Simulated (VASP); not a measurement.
# ReC6 (Pm-3m) in VASP: a series of runs

The runs below take ReC6 through single point, with PBE.

Everything below comes from runs of VASP 6.6.1. Logs are shortened: lines on timing, memory, paths and dates and some standing lists are left out, and cuts for length are marked.

## Step 1: Starting point

Symmetry: Pm-3m, No. 221, cubic system. Conventional cell: a = 3.849 Å, b = 3.849 Å, c = 3.849 Å, α = 90.00°, β = 90.00°, γ = 90.00°. Re (site symmetry m-3m) is surrounded by 24 C at 2.81 Å. C (site symmetry 4mm) is surrounded by 1 C at 1.36 Å.

The cell was built by a generator and needn't be a form met in nature.

## Step 2: Single point, PBE

INCAR reads:

```
SYSTEM = ReC6
PREC = Accurate
ENCUT = 520
EDIFF = 1E-6
ISMEAR = 0
SIGMA = 0.1
LREAL = .FALSE.
LASPH = .TRUE.
NELM = 80
ALGO = Normal
ISIF = 2
LWAVE = .FALSE.
LCHARG = .FALSE.
GGA = PE
NBANDS = 24
```

KPOINTS reads:

```
Automatic mesh
0
G
  10 10 10
  0 0 0
```

POSCAR reads:

```
ReC6
1.0
    3.8489171462      0.0000000000      0.0000000000
    0.0000000000      3.8489171462      0.0000000000
    0.0000000000      0.0000000000      3.8489171462
Re C
1 6
Direct
    0.0000000000      0.0000000000      0.0000000000
    0.8234204642      0.5000000000      0.5000000000
    0.1765795358      0.5000000000      0.5000000000
    0.5000000000      0.5000000000      0.8234204642
    0.5000000000      0.5000000000      0.1765795358
    0.5000000000      0.1765795358      0.5000000000
    0.5000000000      0.8234204642      0.5000000000
```

Potentials or basis: VASP PAW PBE potentials, release 64 (Re, C).

The run is started by

```
$ cat potpaw_PBE.64/Re/POTCAR potpaw_PBE.64/C/POTCAR > POTCAR
$ mpirun -np 1 vasp_std > vasp.out
```

OUTCAR:

```text
SYSTEM = ReC6
   PREC = Accurate
   ENCUT = 520
   EDIFF = 1E-6
   ISMEAR = 0
   LREAL = .FALSE.
   LASPH = .TRUE.
   NELM = 80
   ISIF = 2
   GGA = PE

 ion  position               nearest neighbor table
   1  0.000  0.000  0.000-
   2  0.823  0.500  0.500-   3 1.36   4 1.76   5 1.76   6 1.76   7 1.76
   3  0.177  0.500  0.500-   2 1.36   4 1.76   5 1.76   6 1.76   7 1.76
   4  0.500  0.500  0.823-   5 1.36   3 1.76   2 1.76   6 1.76   7 1.76
   5  0.500  0.500  0.177-   4 1.36   3 1.76   2 1.76   6 1.76   7 1.76
   6  0.500  0.177  0.500-   7 1.36   3 1.76   4 1.76   5 1.76   2 1.76
   7  0.500  0.823  0.500-   6 1.36   3 1.76   4 1.76   5 1.76   2 1.76

  LATTYP: Found a simple cubic cell.
 ALAT       =     3.8489171462

  Lattice vectors:

 A1 = (   3.8489171462,   0.0000000000,   0.0000000000)
 A2 = (   0.0000000000,   3.8489171462,   0.0000000000)
 A3 = (   0.0000000000,   0.0000000000,   3.8489171462)

Analysis of symmetry for initial positions (statically):
=====================================================================
 Subroutine PRICEL returns:
 Original cell was already a primitive cell.

 Routine SETGRP: Setting up the symmetry group for a
 simple cubic supercell.

 Subroutine GETGRP returns: Found 48 space group operations
 (whereof 48 operations were pure point group operations)
 out of a pool of 48 trial point group operations.

The static configuration has the point symmetry O_h .

Analysis of symmetry for dynamics (positions and initial velocities):
=====================================================================
 Subroutine PRICEL returns:
 Original cell was already a primitive cell.

 Routine SETGRP: Setting up the symmetry group for a
 simple cubic supercell.

 Subroutine GETGRP returns: Found 48 space group operations
 (whereof 48 operations were pure point group operations)
 out of a pool of 48 trial point group operations.

The dynamic configuration has the point symmetry O_h .

 Subroutine INISYM returns: Found 48 space group operations
 (whereof 48 operations are pure point group operations),
 and found     1 'primitive' translations

----------------------------------------------------------------------------------------

                                     Primitive cell

  volume of cell :      57.0185

  direct lattice vectors                    reciprocal lattice vectors
     3.848917146  0.000000000  0.000000000     0.259813335  0.000000000  0.000000000
     0.000000000  3.848917146  0.000000000     0.000000000  0.259813335  0.000000000
     0.000000000  0.000000000  3.848917146     0.000000000  0.000000000  0.259813335

  length of vectors
     3.848917146  3.848917146  3.848917146     0.259813335  0.259813335  0.259813335

  position of ions in fractional coordinates (direct lattice)
     0.000000000  0.000000000  0.000000000
     0.823420464  0.500000000  0.500000000
     0.176579536  0.500000000  0.500000000
     0.500000000  0.500000000  0.823420464
     0.500000000  0.500000000  0.176579536
     0.500000000  0.176579536  0.500000000
     0.500000000  0.823420464  0.500000000

  ion indices of the primitive-cell ions
   primitive index   ion index
                 1           1
                 2           2
                 3           3
                 4           4
                 5           5
                 6           6
                 7           7

----------------------------------------------------------------------------------------

 KPOINTS: Automatic mesh

Automatic generation of k-mesh.
 Grid dimensions read from file:
 generate k-points for:   10   10   10

 Generating k-lattice:

  Cartesian coordinates                     Fractional coordinates (reciprocal lattice)
     0.025981334  0.000000000  0.000000000     0.100000000  0.000000000  0.000000000
     0.000000000  0.025981334  0.000000000     0.000000000  0.100000000  0.000000000
     0.000000000  0.000000000  0.025981334     0.000000000  0.000000000  0.100000000

  Length of vectors
     0.025981334  0.025981334  0.025981334

  Shift w.r.t. Gamma in fractional coordinates (k-lattice)
     0.000000000  0.000000000  0.000000000

 Subroutine IBZKPT returns following result:
 ===========================================

 Found     56 irreducible k-points:

 Following reciprocal coordinates:
            Coordinates               Weight
  0.000000  0.000000  0.000000      1.000000
  0.100000  0.000000  0.000000      6.000000
  0.200000  0.000000  0.000000      6.000000
  0.300000  0.000000  0.000000      6.000000
  0.400000  0.000000  0.000000      6.000000
  0.500000  0.000000  0.000000      3.000000
[... 16 lines left out ...]
  0.200000  0.100000  0.100000     24.000000
  0.300000  0.100000  0.100000     24.000000
 [... further k-points ...]
   k-points           NKPTS =     56   k-points in BZ     NKDIM =     56   number of bands    NBANDS=     24
   number of dos      NEDOS =    301   number of ions     NIONS =      7
   total plane-waves  NPLWV =  27000
   dimension x,y,z NGX =    30 NGY =   30 NGZ =   30
   dimension x,y,z NGXF=    60 NGYF=   60 NGZF=   60
   ions per type =               1   6
   NGX,Y,Z   is equivalent  to a cutoff of  12.96, 12.96, 12.96 a.u.
   NGXF,Y,Z  is equivalent  to a cutoff of  25.92, 25.92, 25.92 a.u.
 SYSTEM =  ReC6
   PREC   = accura    normal or accurate (medium, high low for compatibility)
   ISTART =      0    job   : 0-new  1-cont  2-samecut
   ICHARG =      2    charge: 1-file 2-atom 10-const
   ISPIN  =      1    spin polarized calculation?
   LNONCOLLINEAR =      F non collinear calculations
   LSORBIT =      F    spin-orbit coupling
   LASPH  =      T    aspherical Exc in radial PAW
   ENCUT  =  520.0 eV  38.22 Ry    6.18 a.u.   7.16  7.16  7.16*2*pi/ulx,y,z
   NELM   =     80;   NELMIN=  2; NELMDL= -5     # of ELM steps
   EDIFF  = 0.1E-05   stopping-criterion for ELM
   LREAL  =      F    real-space projection
   EDIFFG = 0.1E-04   stopping-criterion for IOM
   NSW    =      0    number of steps for IOM
   IBRION =     -1    ionic relax: 0-MD 1-quasi-New 2-CG
   NFREE  =      0    steps in history (QN), initial steepest desc. (CG)
   ISIF   =      2    stress and relaxation
   ISYM   =      2    0-nonsym 1-usesym 2-fastsym
   POTIM  = 0.5000    time-step for ionic-motion
   TEBEG  =    0.0;   TEEND  =   0.0 temperature during run
   PSTRESS=    0.0 pullay stress
   NELECT =      31.0000    total number of electrons
   NUPDOWN=      -1.0000    fix difference up-down
   EMIN   =  10.00;   EMAX   =-10.00  energy-range for DOS
   EFERMI =   0.00;   METHOD = LEGACY
   ISMEAR =     0;   SIGMA  =   0.10  broadening in eV -4-tet -1-fermi 0-gaus
   EFERMI_NEDOS =   21; number of points for ismear=-14 and -15
   IALGO  =     38    algorithm
   IMIX   =      4    mixing-type and parameters
     AMIX     =   0.40;   BMIX     =  1.00
     AMIX_MAG =   1.60;   BMIX_MAG =  1.00
  volume/ion in A,a.u.               =       8.15        54.97
  Fermi-wavevector in a.u.,A,eV,Ry     =   1.336155  2.524967 24.290619  1.785310
  Thomas-Fermi vector in A             =   2.464804
   LORBIT       =      0    0 simple, 1 ext, 2 COOP (PROOUT), +10 PAW based schemes
   GGA     = PE    functional components
   LHFCALC =     F    Hartree Fock is set to
   AEXX    =    0.0000 exact exchange contribution
   IVDW    =     0    specifies the selected vdW correction
   LEPSILON=     F    determine dielectric tensor
   LRPA    =     F    only Hartree local field effects (RPA)
 non-spin polarized calculation
 Gauss-broadening in eV      SIGMA  =   0.10
  energy-cutoff  :      520.00
  volume of cell :       57.02
 maximum number of plane-waves:      1568
 NGX is ok and might be reduce to    30
   NGX = 15   NGY = 15   NGZ = 15

 number of electron      30.9999999 magnetization

 Free energy of the ion-electron system (eV)
  ---------------------------------------------------
  ext. energy  EPLUGINS =         0.00000000
  ---------------------------------------------------
  free energy    TOTEN  =       -44.68708324 eV

  energy without entropy =      -44.66547290  energy(sigma->0) =      -44.67627807

 E-fermi :   8.8488     XC(G=0): -12.6380

 val. band max:        8.8452429827   @ k =   0.4000   0.3000   0.3000
 cond. band min:       8.8907627418   @ k =   0.3000   0.1000   0.0000
 fundamental gap:      0.0455197592
 Fermi energy:         8.8487692317

 k-point     1 :       0.0000    0.0000    0.0000
  band No.  band energies     occupation
      1     -13.5945      2.00000
      2      -6.1263      2.00000
      3      -6.1263      2.00000
      4      -4.8163      2.00000
      5      -4.3333      2.00000
      6      -4.3333      2.00000
[... 16 lines left out ...]
     23      14.1506      0.00000
     24      14.1506      0.00000

 k-point     2 :       0.1000    0.0000    0.0000
  band No.  band energies     occupation
      1     -13.5460      2.00000
      2      -6.5582      2.00000
      3      -6.1118      2.00000
      4      -5.0892      2.00000
      5      -4.2955      2.00000
      6      -4.2955      2.00000
[... 16 lines left out ...]
     23      13.8335      0.00000
     24      14.1388      0.00000

 k-point     3 :       0.2000    0.0000    0.0000
  band No.  band energies     occupation
      1     -13.4100      2.00000
      2      -7.3987      2.00000
      3      -6.0732      2.00000
      4      -5.1389      2.00000
      5      -4.1913      2.00000
      6      -4.1913      2.00000
[... 16 lines left out ...]
     23      12.9992      0.00000
     24      14.1045      0.00000
[... 514 lines left out ...]
 k-point    23 :       0.2000    0.1000    0.1000
  band No.  band energies     occupation
      1     -13.3165      2.00000
      2      -7.3555      2.00000
      3      -6.5783      2.00000
      4      -5.8759      2.00000
      5      -3.5191      2.00000
      6      -3.3765      2.00000
[... 16 lines left out ...]
     23      12.9941      0.00000
     24      13.6864      0.00000

 k-point    24 :       0.3000    0.1000    0.1000
  band No.  band energies     occupation
      1     -13.1295      2.00000
      2      -8.1219      2.00000
      3      -6.5215      2.00000
      4      -5.8083      2.00000
      5      -3.3840      2.00000
      6      -3.2632      2.00000
[... 16 lines left out ...]
     23      13.6857      0.00000
     24      13.7901      0.00000

 [... further k-points ...]

------------------------ aborting loop because EDIFF is reached ----------------------------------------

  FORCE on cell =-STRESS in cart. coord.  units (eV):
  Direction    XX          YY          ZZ          XY          YZ          ZX
  --------------------------------------------------------------------------------------
  -------------------------------------------------------------------------------------
  Total        0.0299580      0.0299580      0.0299580      0.0000000     -0.0000000      0.0000000
  in kB        0.8417983      0.8417983      0.8417983      0.0000000     -0.0000000      0.0000000
  external PRESSURE =       0.8417983 kB  Pullay stress =       0.0000000 kB

 VOLUME and BASIS-vectors are now :
 -----------------------------------------------------------------------------
  energy-cutoff  :      520.00
  volume of cell :       57.02
      direct lattice vectors                 reciprocal lattice vectors
     3.848917146  0.000000000  0.000000000     0.259813335  0.000000000  0.000000000
     0.000000000  3.848917146  0.000000000     0.000000000  0.259813335  0.000000000
     0.000000000  0.000000000  3.848917146     0.000000000  0.000000000  0.259813335

 POSITION                                       TOTAL-FORCE (eV/Angst)
 -----------------------------------------------------------------------------------
      0.00000      0.00000      0.00000         0.000000      0.000000      0.000000
      3.16928      1.92446      1.92446        -0.042054     -0.000000      0.000000
      0.67964      1.92446      1.92446         0.042054      0.000000      0.000000
      1.92446      1.92446      3.16928         0.000000     -0.000000     -0.042054
      1.92446      1.92446      0.67964         0.000000      0.000000      0.042054
      1.92446      0.67964      1.92446         0.000000      0.042054      0.000000
      1.92446      3.16928      1.92446         0.000000     -0.042054      0.000000
 -----------------------------------------------------------------------------------
    total drift:                                0.000000      0.000000     -0.000000

  FREE ENERGIE OF THE ION-ELECTRON SYSTEM (eV)
  ---------------------------------------------------
  free  energy   TOTEN  =       -44.6870832408 eV

  energy  without entropy=      -44.6654729036  energy(sigma->0) =      -44.67627807
```

It took 43 s on 1 thread of Intel Xeon 6975P-C (Granite Rapids), shared host; peak memory 0.21 GiB.

Results:

```yaml
Free_energy: -44.6871 eV
Pressure: 0.1 GPa
Largest_force: 0.042 eV/Å
Band_gap_on_the_k_mesh: none (metal or under the smearing width)
```

Forces in eV/Å, atoms in the order of the input:
```
Re   0.000  0.000  0.000
C   -0.042  0.000  0.000
C    0.042  0.000  0.000
C    0.000  0.000 -0.042
C    0.000  0.000  0.042
C    0.000  0.042  0.000
C    0.000 -0.042  0.000
```

[end of part 1 of 2]
